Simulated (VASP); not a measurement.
# KMgI3 in VASP: one cell, several levels of theory, part 2 of 2

The system is KMgI3 in the cubic perovskite structure, a generated structure that needn't be the ground state.

VASP 6.6.1, plane waves, PAW. Earlier steps stand in the parts before.

### 3 r2SCAN

File INCAR:

```
ENCUT = 520.000000
SIGMA = 0.010000
EDIFF = 1.00e-07
ALGO = Normal
METAGGA = R2SCAN
PREC = Accurate
IBRION = -1
ISIF = 2
ISMEAR = 0
NBANDS = 24
NELM = 120
NSW = 0
LASPH = .TRUE.
LCHARG = .TRUE.
LELF = .TRUE.
LWAVE = .FALSE.
LREAL = .FALSE.
```

File KPOINTS:

```
KPOINTS created by Atomic Simulation Environment
0
Gamma
4 4 4
0 0 0
```

File KPOINTS_OPT:

```
special points
4
Reciprocal
0.0000000000 0.0000000000 0.0000000000 1
0.0000000000 0.5000000000 0.0000000000 1
0.5000000000 0.5000000000 0.0000000000 1
0.5000000000 0.5000000000 0.5000000000 1
```

File POSCAR:

```
K  Mg I
 1.0000000000000000
     5.6394409076000001    0.0000000000000000    0.0000000000000000
     0.0000000000000000    5.6394409076000001    0.0000000000000000
     0.0000000000000000    0.0000000000000000    5.6394409076000001
 K   Mg  I
   1   1   3
Cartesian
  0.0000000000000000  0.0000000000000000  0.0000000000000000
  2.8197204538000000  2.8197204538000000  2.8197204538000000
  2.8197204538000000  2.8197204538000000  0.0000000000000000
  2.8197204538000000  0.0000000000000000  2.8197204538000000
  0.0000000000000000  2.8197204538000000  2.8197204538000000
```

Launch:

```bash
$ mpirun -np 1 vasp_std
```

Printed to the terminal (iteration lines stand in OSZICAR):

```text
POSCAR found type information on POSCAR K MgI
 POSCAR found :  3 types and       5 ions
 -----------------------------------------------------------------------------
|                                                                             |
|                                                                             |
|     You enforced a specific xc type in the INCAR file but a different       |
|     I HOPE YOU KNOW WHAT YOU ARE DOING!                                     |
|                                                                             |
 -----------------------------------------------------------------------------

 LDA part: xc-table for (None), standard interpolation
 POSCAR, INCAR and KPOINTS ok, starting setup
 FFT: planning ... GRIDC
 FFT: planning ... GRID_SOFT
 FFT: planning ... GRID
 WAVECAR not read
 entering main loop
 Start KPOINTS_OPT (optional k-point list driver)
k-point batch [1-4\4]
```

OSZICAR:

```text
N       E                     dE             d eps       ncg     rms          rms(c)
DAV:   1     0.107762085817E+03    0.10776E+03   -0.12656E+04   480   0.113E+03
DAV:   2    -0.816718201393E+02   -0.18943E+03   -0.18064E+03   664   0.230E+02
DAV:   3    -0.956107923423E+02   -0.13939E+02   -0.13884E+02   672   0.579E+01
DAV:   4    -0.961492377936E+02   -0.53845E+00   -0.53723E+00   728   0.105E+01
DAV:   5    -0.961570753137E+02   -0.78375E-02   -0.78355E-02   696   0.127E+00    0.529E+00
DAV:   6    -0.903266689411E+02    0.58304E+01   -0.15757E+00   680   0.847E+00    0.403E+00
DAV:   7    -0.903018415309E+02    0.24827E-01   -0.30526E-01   608   0.249E+00    0.209E+00
DAV:   8    -0.903087171225E+02   -0.68756E-02   -0.31931E-02   600   0.985E-01    0.454E-01
DAV:   9    -0.903082486453E+02    0.46848E-03   -0.51836E-03   552   0.320E-01    0.101E-01
DAV:  10    -0.903084593042E+02   -0.21066E-03   -0.33769E-04   656   0.128E-01    0.816E-02
DAV:  11    -0.903084961009E+02   -0.36797E-04   -0.73091E-05   600   0.577E-02    0.216E-02
DAV:  12    -0.903084950199E+02    0.10810E-05   -0.26721E-06   632   0.934E-03    0.115E-02
DAV:  13    -0.903084941717E+02    0.84823E-06   -0.67523E-07   600   0.580E-03    0.195E-03
DAV:  14    -0.903084942083E+02   -0.36636E-07   -0.17672E-08   408   0.862E-04
   1 F= -.90308494E+02 E0= -.90308494E+02  d E =-.103243E-17
       N       E                     dE             ncg
DAV:   1     0.789548125028E+03   -0.20943E+04      192
DAV:   2     0.240322291403E+02   -0.76552E+03      264
DAV:   3    -0.310952749691E+02   -0.55128E+02      264
DAV:   4    -0.332871854767E+02   -0.21919E+01      288
DAV:   5    -0.333166384852E+02   -0.29453E-01      280
DAV:   6    -0.333170854805E+02   -0.44700E-03      248
DAV:   7    -0.333171041519E+02   -0.18671E-04      304
DAV:   8    -0.333171044199E+02   -0.26794E-06      248
DAV:   9    -0.333171044251E+02   -0.51864E-08      184
```

From OUTCAR:

```text
k-points           NKPTS =     10   k-points in BZ     NKDIM =     10   number of bands    NBANDS=     24

   NELECT =      32.0000    total number of electrons

   dimension x,y,z NGX =    42 NGY =   42 NGZ =   42
   dimension x,y,z NGXF=    84 NGYF=   84 NGZF=   84

  energy-cutoff  :      520.00
  volume of cell :      179.35
      direct lattice vectors                 reciprocal lattice vectors
     5.639440908  0.000000000  0.000000000     0.177322542  0.000000000  0.000000000
     0.000000000  5.639440908  0.000000000     0.000000000  0.177322542  0.000000000
     0.000000000  0.000000000  5.639440908     0.000000000  0.000000000  0.177322542

 k-points in reciprocal lattice and weights: KPOINTS created by Atomic Simulation Env
   0.00000000  0.00000000  0.00000000       0.016
   0.25000000  0.00000000  0.00000000       0.094
   0.50000000  0.00000000  0.00000000       0.047
   0.25000000  0.25000000  0.00000000       0.188
   0.50000000  0.25000000  0.00000000       0.188
   0.50000000  0.50000000  0.00000000       0.047
   0.25000000  0.25000000  0.25000000       0.125
   0.50000000  0.25000000  0.25000000       0.188
   0.50000000  0.50000000  0.25000000       0.094
   0.50000000  0.50000000  0.50000000       0.016

 E-fermi :   1.9811

 k-point     1 :       0.0000    0.0000    0.0000
  band No.  band energies     occupation
      1     -29.0778      2.00000
      2     -11.7731      2.00000
      3     -11.7731      2.00000
      4     -11.7731      2.00000
      5     -10.8163      2.00000
      6      -9.7132      2.00000
      7      -9.7132      2.00000
      8      -1.6662      2.00000
      9      -1.6662      2.00000
     10      -1.6662      2.00000
     11       0.8925      2.00000
     12       0.8925      2.00000
     13       0.8925      2.00000
     14       1.3376      2.00000
     15       1.3376      2.00000
     16       1.3376      2.00000
     17       3.8527      0.00000
     18       6.0687      0.00000
     19       7.2328      0.00000
     20       7.2328      0.00000
     21       7.3311      0.00000
     22       7.3311      0.00000
     23       7.3311      0.00000
     24      10.3453      0.00000

 k-point     2 :       0.2500    0.0000    0.0000
  band No.  band energies     occupation
      1     -29.0777      2.00000
      2     -11.7887      2.00000
      3     -11.7725      2.00000
      4     -11.7725      2.00000
      5     -10.6798      2.00000
      6      -9.8629      2.00000
      7      -9.7080      2.00000
      8      -1.5344      2.00000
      9      -1.5344      2.00000
     10      -1.4849      2.00000
     11       0.6178      2.00000
     12       0.6660      2.00000
     13       0.6660      2.00000
     14       0.7321      2.00000
     15       1.1996      2.00000
     16       1.1996      2.00000
     17       4.7169      0.00000
     18       6.8633      0.00000
     19       7.5731      0.00000
     20       7.5806      0.00000
     21       7.9876      0.00000
     22       8.1463      0.00000
     23       8.1463      0.00000
     24       9.5980      0.00000

 k-point     3 :       0.5000    0.0000    0.0000
  band No.  band energies     occupation
      1     -29.0777      2.00000
      2     -11.8029      2.00000
      3     -11.7719      2.00000
      4     -11.7719      2.00000
      5     -10.4583      2.00000
      6     -10.0988      2.00000
      7      -9.7028      2.00000
      8      -1.3670      2.00000
      9      -1.3670      2.00000
     10      -1.1552      2.00000
     11      -0.1074      2.00000
     12       0.3527      2.00000
     13       0.3527      2.00000
     14       0.5861      2.00000
     15       1.1406      2.00000
     16       1.1406      2.00000
     17       6.1409      0.00000
     18       7.3012      0.00000
     19       7.6651      0.00000
     20       8.0450      0.00000
     21       8.7623      0.00000
     22       9.0531      0.00000
     23       9.5104      0.00000
     24       9.5104      0.00000

 k-point     4 :       0.2500    0.2500    0.0000
  band No.  band energies     occupation
      1     -29.0777      2.00000
      2     -11.7883      2.00000
      3     -11.7801      2.00000
      4     -11.7720      2.00000
      5     -10.5600      2.00000
      6      -9.8977      2.00000
      7      -9.7957      2.00000
      8      -1.9844      2.00000
      9      -1.3898      2.00000
     10      -0.7656      2.00000
     11      -0.2368      2.00000
     12       0.5730      2.00000
     13       0.5903      2.00000
     14       0.9041      2.00000
     15       0.9368      2.00000
     16       1.4052      2.00000
     17       5.2916      0.00000
     18       7.4110      0.00000
     19       7.9747      0.00000
     20       8.0895      0.00000
     21       8.1360      0.00000
     22       8.5386      0.00000
     23       8.9514      0.00000
     24       9.4747      0.00000

 k-point     5 :       0.5000    0.2500    0.0000
  band No.  band energies     occupation
      1     -29.0776      2.00000
      2     -11.7953      2.00000
      3     -11.7800      2.00000
      4     -11.7714      2.00000
      5     -10.3568      2.00000
      6     -10.0810      2.00000
      7      -9.8192      2.00000
      8      -2.0957      2.00000
      9      -1.1994      2.00000
     10      -0.6822      2.00000
     11      -0.2299      2.00000
     12       0.2695      2.00000
     13       0.3433      2.00000
     14       0.7603      2.00000
     15       0.9523      2.00000
     16       1.4159      2.00000
     17       6.5390      0.00000
     18       7.5759      0.00000
     19       8.4187      0.00000
     20       8.5542      0.00000
     21       8.7179      0.00000
     22       8.7868      0.00000
     23       8.9054      0.00000
     24       9.5580      0.00000

[... the tables of k-points 6 to 10 left out ...]

  Total        2.5648784      2.5648784      2.5648784     -0.0000000      0.0000000     -0.0000000
  in kB       22.9123272     22.9123272     22.9123272     -0.0000000      0.0000000     -0.0000000
  external PRESSURE =      22.9123272 kB  Pullay stress =       0.0000000 kB

 POSITION                                       TOTAL-FORCE (eV/Angst)
 -----------------------------------------------------------------------------------
      0.00000      0.00000      0.00000         0.000000      0.000000      0.000000
      2.81972      2.81972      2.81972         0.000000      0.000000      0.000000
      2.81972      2.81972      0.00000         0.000000      0.000000      0.000000
      2.81972      0.00000      2.81972         0.000000      0.000000      0.000000
      0.00000      2.81972      2.81972         0.000000      0.000000      0.000000
 -----------------------------------------------------------------------------------
    total drift:                               -0.000000     -0.000000      0.000000

  FREE ENERGIE OF THE ION-ELECTRON SYSTEM (eV)
  ---------------------------------------------------
  free  energy   TOTEN  =       -90.3084942083 eV

  energy  without entropy=      -90.3084942083  energy(sigma->0) =      -90.30849421
```

Hardware: 1 MPI rank of Intel Xeon Platinum 8488C, shared host.

The levels at the points of KPOINTS_OPT are read from vasprun.xml.

Levels at the named points, in eV from the top of band v (v: the last filled band by count, c: the next):

```
point    v−1      v     c   c+1
    Γ  -0.59  -0.59  1.93  4.15
    X  -0.78  -0.78  4.22  5.38
    M  -1.18  -0.03  5.80  5.80
    R   0.00   0.00  4.17  5.10
```

Gap with r2SCAN: 1.93 eV, valence top at R, conduction bottom at Γ. Least direct gap: 2.52 eV. Pressure: 2.29 GPa; the forces vanish within 0.01 eV/Å.

Density in a lattice plane of the grid's cell (edges 5.64 and 5.64 Å, at 0.500 of the third edge), which holds Mg and I.

Ten even steps from ' ' (-0.73 e/Å³) to '@' (0.73 e/Å³):
```
++++++++++++**##@@@@%%++--++%%@@@@##**++++++++++
++++++++++++****%%@@@@@@%%@@@@@@%%****++++++++++
++++++++++++++**##%%@@@@@@@@@@%%##**++++++++++++
++++++++++++++++****##%%%%%%##****++++++++++++++
******++++++++++++**************++++++++++++****
%%####****++++++++++++******++++++++++++****####
@@@@@@%%##**++++++++++++++++++++++++++**##%%@@@@
%%@@@@@@%%##**++++++++++++++++++++++**##%%@@@@@@
--++%%@@@@##****++++++++++++++++++****##@@@@%%++
  ::**@@@@%%****++++++++++++++++++****%%@@@@**::
--++%%@@@@##****++++++++++++++++++****##@@@@%%++
%%@@@@@@%%##**++++++++++++++++++++++**##%%@@@@@@
@@@@@@%%##**++++++++++++++++++++++++++**##%%@@@@
%%####****++++++++++++******++++++++++++****####
******++++++++++++**************++++++++++++****
++++++++++++++++****##%%%%%%##****++++++++++++++
++++++++++++++**##%%@@@@@@@@@@%%##**++++++++++++
++++++++++++****%%@@@@@@%%@@@@@@%%****++++++++++
++++++++++++**##@@@@%%++--++%%@@@@##**++++++++++
++++++++++++**##@@@@**::  ::**@@@@##**++++++++++
```
Columns run along the first of these edges and rows up along the second, over one cell in 24 and 20 even steps from the bottom left corner. Atoms in the plane (fractional): Mg at (0.50, 0.50), I at (0.50, 0.00), I at (0.00, 0.50).

ELF in the same plane.

Values, 12 rows by 12 columns:
```
0.03 0.02 0.17 0.73 0.88 0.82 0.69 0.82 0.88 0.73 0.17 0.02
0.40 0.17 0.04 0.32 0.78 0.86 0.87 0.86 0.78 0.32 0.04 0.17
0.82 0.73 0.32 0.09 0.37 0.75 0.83 0.75 0.37 0.09 0.32 0.73
0.89 0.88 0.78 0.37 0.11 0.31 0.56 0.31 0.11 0.37 0.78 0.88
0.73 0.82 0.86 0.75 0.31 0.03 0.03 0.03 0.31 0.75 0.86 0.82
0.40 0.69 0.87 0.83 0.56 0.03 0.00 0.03 0.56 0.83 0.87 0.69
0.73 0.82 0.86 0.75 0.31 0.03 0.03 0.03 0.31 0.75 0.86 0.82
0.89 0.88 0.78 0.37 0.11 0.31 0.56 0.31 0.11 0.37 0.78 0.88
0.82 0.73 0.32 0.09 0.37 0.75 0.83 0.75 0.37 0.09 0.32 0.73
0.40 0.17 0.04 0.32 0.78 0.86 0.87 0.86 0.78 0.32 0.04 0.17
0.03 0.02 0.17 0.73 0.88 0.82 0.69 0.82 0.88 0.73 0.17 0.02
0.01 0.03 0.40 0.82 0.89 0.73 0.40 0.73 0.89 0.82 0.40 0.03
```
Columns run along the first of these edges and rows up along the second, over one cell in 12 and 12 even steps from the bottom left corner. Atoms in the plane (fractional): Mg at (0.50, 0.50), I at (0.50, 0.00), I at (0.00, 0.50).

Both are smooth fields of the valence electrons: close to the nuclei they are not physical.

The highest ELF values outside the cores: 0.90 in the shell around I, 1.1 Å from I; 0.87 on the I–Mg line, 1.1 Å from I.

### 4 Summary

The summary covers parts 1 to 2.

| level | gap (eV) | pressure (GPa) | Ansatz: gap (eV) | Ansatz: pressure (GPa) |
| --- | --- | --- | --- | --- |
| PBE | 1.33 | 2.71 | 1.35 | 2.74 |
| r2SCAN | 1.93 | 2.29 | 1.97 | 2.37 |

What this shows: The gap spans 1.33 eV (PBE) to 1.93 eV (r2SCAN). Spin-orbit coupling is left out, though the cell holds I (Z = 53); in an element this heavy it can shift bands and gaps by tenths of an eV. The two programs agree on the gap within 0.05 eV, far less than the spread between functionals. Each program uses its own PAW datasets and cutoff. VASP's cell holds 32 valence electrons and Ansatz's 70.
